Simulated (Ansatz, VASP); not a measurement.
# LaBr: VASP beside Ansatz

Aim: how closely do two programs agree when they are given the same cell, functional and k mesh? The structure shown is the end of the VASP relaxation below.

Main program and level: Ansatz 0.2.0; plane waves, with VASP 6.6.1 beside it; single point at LDA.

## (1) The structure

The cell holds 12 atoms: 6 Br and 6 La. Cell: a = 4.132 Å, b = 4.132 Å, c = 43.124 Å, α = 90.0°, β = 90.0°, γ = 120.0°. It derives from LaBr. As first built, before any earlier steps moved the atoms (in the runner's words): kind sheets cut from a layered crystal; sheets 3. Vacuum lies along c.

Structure file:

```
Br La
1.0
     4.13209    0.00000    0.00000
    -2.06604    3.57849    0.00000
     0.00000    0.00000   43.12369
Br La
6 6
Direct
  0.66667 0.33333 0.81591
  0.66667 0.33333 0.67553
  0.00000 0.00000 0.57070
  0.00000 0.00000 0.42930
  0.33333 0.66667 0.32447
  0.33333 0.66667 0.18409
  0.00000 0.00000 0.77476
  0.33333 0.66667 0.71672
  0.33333 0.66667 0.52934
  0.66667 0.33333 0.47066
  0.66667 0.33333 0.28328
  0.00000 0.00000 0.22524
```

## (2) VASP: relaxation, LDA

This run makes the geometry at which the two programs are then compared.

Lines of VASP's logs that name or quote its potential files are left out, and so is its time.

INCAR

```
SYSTEM = LaBr
PREC = Normal
ENCUT = 300
EDIFF = 1E-05
NELM = 120
ISMEAR = 0
SIGMA = 0.05
LREAL = .FALSE.
ALGO = Fast
GGA = CA
NBANDS = 66
LORBIT = 11
LWAVE = .FALSE.
LCHARG = .FALSE.
KPAR = 4
IBRION = 2
NSW = 40
ISIF = 2
EDIFFG = -0.03
POTIM = 0.4
MAXMIX = 40
IDIPOL = 3
LDIPOL = .TRUE.
DIPOL = 0.5 0.5 0.5
```

POSCAR

```
LaBr
1.0
    4.1320898540      0.0000000000      0.0000000000
   -2.0660449270      3.5784947840      0.0000000000
    0.0000000000      0.0000000000     43.1236884779
Br La
6 6
Direct
    0.6666666670      0.3333333330      0.8260816670
    0.6666666670      0.3333333330      0.6671303010
    0.0000000000      0.0000000000      0.5794756830
    0.0000000000      0.0000000000      0.4205243170
    0.3333333330      0.6666666670      0.3328696990
    0.3333333330      0.6666666670      0.1739183330
    0.0000000000      0.0000000000      0.7812099820
    0.3333333330      0.6666666670      0.7120019860
    0.3333333330      0.6666666670      0.5346039980
    0.6666666670      0.3333333330      0.4653960020
    0.6666666670      0.3333333330      0.2879980140
    0.0000000000      0.0000000000      0.2187900180
```

KPOINTS

```
Automatic mesh
0
Gamma
9 9 1
0 0 0
```

PAW data sets: Br and La (LDA family, release 64).

Run with:

```bash
$ mpirun -np 4 vasp_std
```

Numbers of over 12 decimals in the logs are rounded to 6 here.

Output:

```text
[banner, memory and clock lines left out]
running    4 mpi-ranks, on    1 nodes
 distrk:  each k-point on    1 cores,    4 groups
 distr:  one band on    1 cores,    1 groups

 POSCAR found type information on POSCAR BrLa
 POSCAR found :  2 types and      12 ions
 LDA part: xc-table for (Slater(with rela. corr.)+CA(PZ))
 , standard interpolation
 POSCAR, INCAR and KPOINTS ok, starting setup
 FFT: planning ... GRIDC
 FFT: planning ... GRID_SOFT
 FFT: planning ... GRID
 WAVECAR not read
 entering main loop
       N       E                     dE             d eps       ncg     rms          rms(c)
DAV:   1     0.130245616154E+04    0.13025E+04   -0.28329E+04  1680   0.121E+03
DAV:   2     0.410174127626E+03   -0.89228E+03   -0.86906E+03  2080   0.350E+02
DAV:   3     0.298994706331E+02   -0.38027E+03   -0.37441E+03  2440   0.231E+02
DAV:   4    -0.473993588205E+02   -0.77299E+02   -0.75616E+02  2748   0.115E+02
DAV:   5    -0.585263875808E+02   -0.11127E+02   -0.10938E+02  2936   0.502E+01    0.952E+00
RMM:   6    -0.595064757896E+02   -0.98009E+00   -0.16111E+01  2178   0.245E+01    0.653E+00
RMM:   7    -0.731762951209E+02   -0.13670E+02   -0.21515E+01  2511   0.178E+01    0.833E+00
RMM:   8    -0.606591920632E+02    0.12517E+02   -0.11996E+01  2365   0.132E+01    0.519E+00
RMM:   9    -0.595828659908E+02    0.10763E+01   -0.63694E+00  2543   0.553E+00    0.279E+00
RMM:  10    -0.600016921391E+02   -0.41883E+00   -0.20294E+00  2698   0.320E+00    0.329E+00
RMM:  11    -0.598298601556E+02    0.17183E+00   -0.10408E+00  2500   0.373E+00    0.284E+00
RMM:  12    -0.594308100286E+02    0.39905E+00   -0.20273E+00  2581   0.469E+00    0.104E+00
RMM:  13    -0.595742917215E+02   -0.14348E+00   -0.69862E-01  2678   0.197E+00    0.208E+00
RMM:  14    -0.595185609103E+02    0.55731E-01   -0.32630E-01  2831   0.108E+00    0.153E+00
[...]
RMM:  41    -0.595221080423E+02   -0.18472E-03   -0.17963E-03  1607   0.724E-02    0.143E-02
RMM:  42    -0.595222602808E+02   -0.15224E-03   -0.15316E-03  1618   0.703E-02    0.136E-02
RMM:  43    -0.595223904890E+02   -0.13021E-03   -0.13227E-03  1587   0.654E-02    0.133E-02
RMM:  44    -0.595225060026E+02   -0.11551E-03   -0.11605E-03  1573   0.618E-02    0.156E-02
RMM:  45    -0.595226000480E+02   -0.94045E-04   -0.99684E-04  1558   0.585E-02    0.473E-03
RMM:  46    -0.595226862635E+02   -0.86215E-04   -0.87161E-04  1536   0.621E-02    0.448E-03
RMM:  47    -0.595227594632E+02   -0.73200E-04   -0.74777E-04  1530   0.540E-02    0.436E-03
RMM:  48    -0.595228240196E+02   -0.64556E-04   -0.65745E-04  1508   0.549E-02    0.440E-03
[...]
RMM:  12    -0.597938440221E+02    0.39351E-04   -0.10885E-03  2217   0.100E-01    0.133E-01
RMM:  13    -0.597941954238E+02   -0.35140E-03   -0.17034E-03  2168   0.164E-01    0.114E-01
RMM:  14    -0.597935122203E+02    0.68320E-03   -0.16499E-03  2157   0.199E-01    0.641E-02
RMM:  15    -0.597936195152E+02   -0.10729E-03   -0.16362E-04  1811   0.807E-02    0.527E-02
RMM:  16    -0.597938583309E+02   -0.23882E-03   -0.14241E-04  1634   0.829E-02    0.454E-02
RMM:  17    -0.597937491654E+02    0.10917E-03   -0.24607E-04  1673   0.867E-02    0.276E-02
RMM:  18    -0.597937650655E+02   -0.15900E-04   -0.40558E-04  2073   0.802E-02    0.893E-03
RMM:  19    -0.597937910071E+02   -0.25942E-04   -0.43464E-05  1158   0.442E-02    0.762E-03
RMM:  20    -0.597937933522E+02   -0.23451E-05   -0.42239E-05  1110   0.535E-02
  13 F= -.59793793E+02 E0= -.59790090E+02  d E =0.421089E-01
[... from here on, the cycles between the ionic steps are left out ...]
  14 F= -.59840342E+02 E0= -.59836115E+02  d E =-.444002E-02
  15 F= -.59840348E+02 E0= -.59836177E+02  d E =-.444616E-02
  16 F= -.59840380E+02 E0= -.59836187E+02  d E =-.447799E-02
  17 F= -.59840375E+02 E0= -.59836193E+02  d E =-.447234E-02
  18 F= -.59840631E+02 E0= -.59836582E+02  d E =-.256750E-03
  19 F= -.59840864E+02 E0= -.59836766E+02  d E =-.489156E-03
 curvature:  -1.77 expect dE=-0.343E-03 dE for cont linesearch -0.458E-05
 trial: gam= 0.66147 g(F)=  0.193E-03 g(S)=  0.000E+00 ort = 0.256E-04 (trialstep = 0.510E+01)
 search vector abs. value=  0.338E-03
 bond charge predicted
       N       E                     dE             d eps       ncg     rms          rms(c)
DAV:   1    -0.598358005550E+02    0.50586E-02   -0.52326E-01  1716   0.229E+00    0.296E-01
RMM:   2    -0.598406945801E+02   -0.48940E-02   -0.47791E-02  2095   0.150E+00    0.104E-01
RMM:   3    -0.598415343445E+02   -0.83976E-03   -0.14191E-02  2271   0.438E-01    0.607E-02
RMM:   4    -0.598416678012E+02   -0.13346E-03   -0.24633E-03  2280   0.171E-01    0.485E-02
RMM:   5    -0.598416857573E+02   -0.17956E-04   -0.95193E-04  2241   0.111E-01    0.184E-02
RMM:   6    -0.598416840776E+02    0.16797E-05   -0.23034E-04  1898   0.643E-02    0.152E-02
RMM:   7    -0.598416812883E+02    0.27893E-05   -0.14483E-04  1617   0.826E-02    0.197E-02
RMM:   8    -0.598417253024E+02   -0.44014E-04   -0.72511E-05  1464   0.495E-02    0.189E-02
RMM:   9    -0.598417636807E+02   -0.38378E-04   -0.43412E-05  1279   0.594E-02    0.186E-02
RMM:  10    -0.598417939340E+02   -0.30253E-04   -0.50324E-05  1301   0.504E-02    0.149E-02
RMM:  11    -0.598418149840E+02   -0.21050E-04   -0.33978E-05  1214   0.516E-02    0.168E-02
RMM:  12    -0.598418169295E+02   -0.19455E-05   -0.24578E-05  1141   0.499E-02
  20 F= -.59841817E+02 E0= -.59838005E+02  d E =-.953231E-03
 trial-energy change:   -0.000953  1 .order   -0.000687   -0.001071   -0.000304
 step:   5.7055(harm=  7.1186)  dis= 0.00990  next Energy=   -59.841835 (dE=-0.972E-03)
 reached required accuracy - stopping structural energy minimisation
```

Parts of OUTCAR (step 2):

```text
ion  position               nearest neighbor table
   1  0.667  0.333  0.826-   7 3.07   7 3.07   7 3.07
   2  0.667  0.333  0.667-   8 3.07   8 3.07   8 3.07
   3  0.000  0.000  0.579-   9 3.07   9 3.07   9 3.07
   4  0.000  0.000  0.421-  10 3.07  10 3.07  10 3.07
   5  0.333  0.667  0.333-  11 3.07  11 3.07  11 3.07
   6  0.333  0.667  0.174-  12 3.07  12 3.07  12 3.07
   7  0.000  0.000  0.781-   1 3.07   1 3.07   1 3.07
   8  0.333  0.667  0.712-   2 3.07   2 3.07   2 3.07
   9  0.333  0.667  0.535-   3 3.07   3 3.07   3 3.07
  10  0.667  0.333  0.465-   4 3.07   4 3.07   4 3.07
  11  0.667  0.333  0.288-   5 3.07   5 3.07   5 3.07
  12  0.000  0.000  0.219-   6 3.07   6 3.07   6 3.07

  LATTYP: Found a hexagonal cell.
 ALAT       =     4.1320898540
 C/A-ratio  =    10.4362901102

 Subroutine GETGRP returns: Found 12 space group operations
 (whereof 12 operations were pure point group operations)

The static configuration has the point symmetry D_3d.

 Found     12 irreducible k-points:

   k-points           NKPTS =     12   k-points in BZ     NKDIM =     12   number of bands    NBANDS=     66

   dimension x,y,z NGX =    18 NGY =   18 NGZ =  192
   dimension x,y,z NGXF=    36 NGYF=   36 NGZF=  384

   ENCUT  =  300.0 eV  22.05 Ry    4.70 a.u.   5.84  5.84 60.90*2*pi/ulx,y,z

   NELECT =     108.0000    total number of electrons

 k-points in reciprocal lattice and weights: Automatic mesh
   0.00000000  0.00000000  0.00000000       0.012
   0.11111111  0.00000000  0.00000000       0.074
   0.22222222  0.00000000  0.00000000       0.074
   0.33333333  0.00000000  0.00000000       0.074
   0.44444444  0.00000000  0.00000000       0.074
   0.11111111  0.11111111  0.00000000       0.074
   0.22222222  0.11111111  0.00000000       0.148
   0.33333333  0.11111111  0.00000000       0.148
   0.44444444  0.11111111  0.00000000       0.074
   0.22222222  0.22222222  0.00000000       0.074
   0.33333333  0.22222222  0.00000000       0.148
   0.33333333  0.33333333  0.00000000       0.025

 dipolmoment           0.000000      0.000000      0.000000 electrons x Angstroem

 average (electrostatic) potential at core
       1 -71.0050       2 -71.0018       3 -70.9864       4 -70.9864       5 -71.0018
       6 -71.0050       7-102.3480       8-102.3487       9-102.3619      10-102.3619
      11-102.3487      12-102.3480

 E-fermi :   2.0762

 k-point     1 :       0.0000    0.0000    0.0000
  band No.  band energies     occupation
    ...
     50       1.1816      2.00000
     51       1.2409      2.00000
     52       1.2522      2.00000
     53       1.3225      2.00000
     54       1.3495      2.00000
     55       2.5763      0.00000
     56       2.5763      0.00000
     57       2.5764      0.00000
     58       2.5764      0.00000
     59       2.6191      0.00000
    ...

 k-point     2 :       0.1111    0.0000    0.0000
  band No.  band energies     occupation
    ...
     50       1.2472      2.00000
     51       1.2789      2.00000
     52       1.4369      2.00000
     53       1.4970      2.00000
     54       1.5247      2.00000
     55       2.2180      0.00006
     56       2.2181      0.00006
     57       2.2538      0.00000
     58       2.6015      0.00000
     59       2.6015      0.00000
    ...

 k-point     3 :       0.2222    0.0000    0.0000
  band No.  band energies     occupation
    ...
     53       1.6330      2.00000
     54       1.6439      2.00000
     55       2.0086      1.94428
     56       2.0226      1.87045
     57       2.0271      1.83578
     58       2.7351      0.00000
     59       2.7351      0.00000
     60       2.7660      0.00000
     61       3.0059      0.00000
     62       3.0150      0.00000
    ...

  Total       -6.9400674     -6.9400674     -0.9563544      0.0000000      0.0000000      0.0000000
  in kB      -17.4376608    -17.4376608     -2.4029427      0.0000000      0.0000000      0.0000000
  external PRESSURE =     -12.4260881 kB  Pullay stress =       0.0000000 kB

  energy-cutoff  :      300.00
  volume of cell :      637.66
      direct lattice vectors                 reciprocal lattice vectors
     4.132089854  0.000000000  0.000000000     0.242008290  0.139723551  0.000000000
    -2.066044927  3.578494784  0.000000000     0.000000000  0.279447103  0.000000000
     0.000000000  0.000000000 43.123688478     0.000000000  0.000000000  0.023189111

 POSITION                                       TOTAL-FORCE (eV/Angst)
 -----------------------------------------------------------------------------------
      2.06604      1.19283     35.18485         0.000000      0.000000      0.001952
      2.06604      1.19283     29.13133        -0.000000     -0.000000     -0.014947
      0.00000      0.00000     24.61072         0.000000      0.000000     -0.004693
      0.00000      0.00000     18.51297        -0.000000     -0.000000      0.004693
     -0.00000      2.38566     13.99236         0.000000      0.000000      0.014947
     -0.00000      2.38566      7.93884         0.000000     -0.000000     -0.001952
     -0.00000      0.00000     33.41058         0.000000      0.000000     -0.013607
     -0.00000      2.38566     30.90740         0.000000      0.000000      0.016867
     -0.00000      2.38566     22.82727         0.000000      0.000000     -0.008424
      2.06604      1.19283     20.29642        -0.000000      0.000000      0.008424
      2.06604      1.19283     12.21629         0.000000      0.000000     -0.016867
      0.00000      0.00000      9.71310        -0.000000     -0.000000      0.013607
 -----------------------------------------------------------------------------------
    total drift:                               -0.000000      0.000000      0.000000

  FREE ENERGIE OF THE ION-ELECTRON SYSTEM (eV)
  ---------------------------------------------------
  free  energy   TOTEN  =       -59.8418169295 eV

  energy  without entropy=      -59.8341923498  energy(sigma->0) =      -59.83800464

 reached required accuracy - stopping structural energy minimisation

 vacuum level on the upper side and lower side of the slab         6.046         6.046

 total charge
# of ion       s       p       d       f       tot
--------------------------------------------------
    1        1.612   3.249   0.018   0.000   4.880
    2        1.612   3.247   0.018   0.000   4.878
    3        1.612   3.247   0.018   0.000   4.877
    4        1.612   3.247   0.018   0.000   4.877
    5        1.612   3.247   0.018   0.000   4.878
    6        1.612   3.249   0.018   0.000   4.880
    7        2.029   5.590   0.856   0.155   8.630
    8        2.029   5.590   0.856   0.155   8.629
    9        2.029   5.591   0.848   0.152   8.621
   10        2.029   5.591   0.848   0.152   8.621
   11        2.029   5.590   0.856   0.155   8.629
   12        2.029   5.590   0.856   0.155   8.630
--------------------------------------------------
tot         21.847  53.028   5.230   0.924  81.030

[... 3 further parts left out ...]
```

CONTCAR:

```
LaBr
   1.00000000000000
     4.1320898540000002    0.0000000000000000    0.0000000000000000
    -2.0660449270000001    3.5784947840000001    0.0000000000000000
     0.0000000000000000    0.0000000000000000   43.1236884778999965
  Br              La
     6     6
Direct
     0.6666666670000012    0.3333333329999988    0.8159053205782585
     0.6666666670000012    0.3333333329999988    0.6755295391869591
     0.0000000000000000    0.0000000000000000    0.5707006336611591
     0.0000000000000000    0.0000000000000000    0.4292993663388410
     0.3333333329999988    0.6666666670000012    0.3244704608130412
     0.3333333329999988    0.6666666670000012    0.1840946794217413
     0.0000000000000000    0.0000000000000000    0.7747617547436321
     0.3333333329999988    0.6666666670000012    0.7167151960454760
     0.3333333329999988    0.6666666670000012    0.5293441489374557
     0.6666666670000012    0.3333333329999988    0.4706558510625440
     0.6666666670000012    0.3333333329999988    0.2832848039545237
     0.0000000000000000    0.0000000000000000    0.2252382452563679
```

(Part 1 of 2 ends here.)

[Lines on the potential files, build, host, timing and source positions are cut from VASP's logs without a mark.]

[Logs are printed without paths, hosts, clocks, repeated set-up lines and the standing remarks that a program may print on its own settings, such as how far it seeks lower states.]

[Hosts, paths, dates, database ids (printed as entryN), source tags and the programs' standing remarks are cut or masked in the printed files.]
